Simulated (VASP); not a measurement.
Input:

```xyz
64
Lattice="10.9371 0.0000 0.0000 0.0000 10.9371 0.0000 0.0000 0.0000 10.9371" Properties=species:S:1:pos:R:3 pbc="T T T"
Si     5.4685     0.0000     0.0000
Si     6.8357     1.3671     1.3671
Si     8.2028     2.7343     0.0000
Si     9.5699     4.1014     1.3671
Si     8.2028     0.0000     2.7343
Si     9.5699     1.3671     4.1014
Si     0.0000     0.0000     0.0000
Si     1.3671     1.3671     1.3671
Si     2.7343     2.7343     0.0000
Si     4.1014     4.1014     1.3671
Si     5.4685     5.4685     0.0000
Si     6.8357     6.8357     1.3671
Si     8.2028     8.2028     0.0000
Si     9.5699     9.5699     1.3671
Si     2.7343     0.0000     2.7343
Si     4.1014     1.3671     4.1014
Si     5.4685     2.7343     2.7343
Si     6.8404     4.1485     4.1414
Si     8.2028     5.4685     2.7343
Si     9.5699     6.8357     4.1014
Si     5.4685     0.0000     5.4685
Si     6.8357     1.3671     6.8357
Si     8.2028     2.7343     5.4685
Si     9.5699     4.1014     6.8357
Si     8.2028     0.0000     8.2028
Si     9.5699     1.3671     9.5699
Si     0.0000     5.4685     0.0000
Si     1.3671     6.8357     1.3671
Si     2.7343     8.2028     0.0000
Si     4.1014     9.5699     1.3671
Si     0.0000     2.7343     2.7343
Si     1.3671     4.1014     4.1014
Si     2.7343     5.4685     2.7343
Si     4.1121     6.8549     4.1055
Si     5.4685     8.2028     2.7343
Si     6.8357     9.5699     4.1014
Si     0.0000     0.0000     5.4685
Si     1.3671     1.3671     6.8357
Si     2.7343     2.7343     5.4685
Si     4.1136     4.1486     6.8524
Si     6.8117     6.7944     6.8532
Si     8.2028     8.2028     5.4685
Si     9.5699     9.5699     6.8357
Si     2.7343     0.0000     8.2028
Si     4.1014     1.3671     9.5699
Si     5.4685     2.7343     8.2028
Si     6.8357     4.1014     9.5699
Si     8.2028     5.4685     8.2028
Si     9.5699     6.8357     9.5699
Si     0.0000     8.2028     2.7343
Si     1.3671     9.5699     4.1014
Si     0.0000     5.4685     5.4685
Si     1.3671     6.8357     6.8357
Si     2.7343     8.2028     5.4685
Si     4.1014     9.5699     6.8357
Si     0.0000     2.7343     8.2028
Si     1.3671     4.1014     9.5699
Si     2.7343     5.4685     8.2028
Si     4.1014     6.8357     9.5699
Si     5.4685     8.2028     8.2028
Si     6.8357     9.5699     9.5699
Si     0.0000     8.2028     8.2028
Si     1.3671     9.5699     9.5699
Ti     5.4632     5.4408     5.5074
```
Cell charge +2.

Method: PBE GGA, VASP's PBE PAW potentials (set 64) (plane waves; VASP). Run with PREC = Normal, LREAL = Auto, ISYM = 0, NELECT = 254.0, EDIFF = 1E-5, 400 eV cut-off, 1×1×1 Γ-centred mesh, Gaussian smearing of 0.050 eV, potentials Si Ti.

The cell is charged, with a uniform compensating background. The supercell is sampled at Γ alone, which is coarse: total energies, pressure and levels can be off, energies of defects by several tenths of an eV.

The ions are relaxed. What does this cell relax into?

```xyz
64
Lattice="10.9371 0.0000 0.0000 0.0000 10.9371 0.0000 0.0000 0.0000 10.9371" Properties=species:S:1:pos:R:3 pbc="T T T"
Si     5.4681     0.0014     0.0002
Si     6.8327     1.3588     1.3623
Si     8.2016     2.7333     0.0038
Si     9.5812     4.1036     1.3603
Si     8.2012     0.0018     2.7355
Si     9.5814     1.3588     4.1044
Si    10.9362    10.9360    10.9348
Si     1.3685     1.3683     1.3695
Si     2.7365     2.7355    10.9366
Si     4.1038     4.1028     1.3672
Si     5.4670     5.4667    10.9363
Si     6.8359     6.8358     1.3629
Si     8.2014     8.2017    10.9341
Si     9.5698     9.5700     1.3701
Si     2.7363     0.0004     2.7359
Si     4.1042     1.3673     4.1043
Si     5.4622     2.7214     2.7203
Si     6.9278     4.0220     4.0197
Si     8.2230     5.4819     2.7142
Si     9.5750     6.8380     4.1048
Si     5.4672    10.9366     5.4656
Si     6.8350     1.3631     6.8359
Si     8.2214     2.7160     5.4795
Si     9.5776     4.1015     6.8379
Si     8.2008    10.9348     8.2002
Si     9.5694     1.3688     9.5702
Si    10.9354     5.4684     0.0018
Si     1.3574     6.8335     1.3605
Si     2.7338     8.2029     0.0041
Si     4.1040     9.5835     1.3596
Si    10.9363     2.7357     2.7351
Si     1.3657     4.1031     4.1034
Si     2.7175     5.4598     2.7165
Si     4.0165     6.9276     4.0142
Si     5.4811     8.2235     2.7128
Si     6.8375     9.5741     4.1052
Si    10.9347    10.9354     5.4674
Si     1.3575     1.3568     6.8340
Si     2.7170     2.7180     5.4604
Si     4.0043     4.0127     6.9390
Si     6.9222     6.9184     6.9310
Si     8.2166     8.2161     5.4614
Si     9.5777     9.5794     6.8344
Si     2.7351     0.0026     8.2007
Si     4.1036     1.3580     9.5829
Si     5.4797     2.7151     8.2219
Si     6.8374     4.1005     9.5792
Si     8.2237     5.4544     8.2245
Si     9.5820     6.8351     9.5829
Si     0.0021     8.2022     2.7354
Si     1.3586     9.5827     4.1047
Si    10.9362     5.4673     5.4654
Si     1.3602     6.8372     6.8357
Si     2.7149     8.2222     5.4790
Si     4.1029     9.5759     6.8375
Si     0.0032     2.7341     8.2010
Si     1.3560     4.1033     9.5859
Si     2.7086     5.4849     8.2275
Si     4.1017     6.8388     9.5801
Si     5.4569     8.2214     8.2224
Si     6.8347     9.5820     9.5827
Si    10.9334     8.2026     8.2002
Si     1.3692     9.5698     9.5701
Ti     5.4582     5.4656     5.4764
```
Cell charge +2.

How much energy does the relaxation gain?

The energy (σ→0) changes by -12.5 meV/atom, in 8 ionic steps.

The cell is a supercell with a defect, built from Si (diamond): Ti_Si, charge +2. The run is not spin-polarised, so no state with unpaired spins was tried.
